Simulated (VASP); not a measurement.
Consider the following.

```
CELL_PARAMETERS angstrom
     -2.82500     2.82500     2.82500
      2.82500    -2.82500     2.82500
      2.82500     2.82500    -2.82500
ATOMIC_POSITIONS crystal
  Rb 0.00000 0.00000 0.00000
```

The numbers are results of rev-vdW-DF2, VASP's PBE PAW potentials (set 64) (plane waves; VASP), not measurements. Run with 520 eV cut-off, 8×8×8 Γ-centred mesh, first-order Methfessel-Paxton smearing of 0.10 eV, potentials Rb_sv.

Energy and stress use the plane-wave basis of the starting cell.

The ions, cell shape and volume are relaxed. Which structure does the run end with?

```
CELL_PARAMETERS angstrom
     -2.78254     2.78254     2.78254
      2.78254    -2.78254     2.78254
      2.78254     2.78254    -2.78254
ATOMIC_POSITIONS crystal
  Rb 0.00000 0.00000 0.00000
```
Space group Im-3m (229), at a tolerance of 0.03 Å.

How do energy and volume change from the first to the last step?

The energy (σ→0) changes by -1.9 meV/atom and the volume by -4.4 %, in 3 ionic steps.

The compound is Rb in the bcc structure. This run relaxes it. Symmetry was kept, so distortions that lower it aren't found.
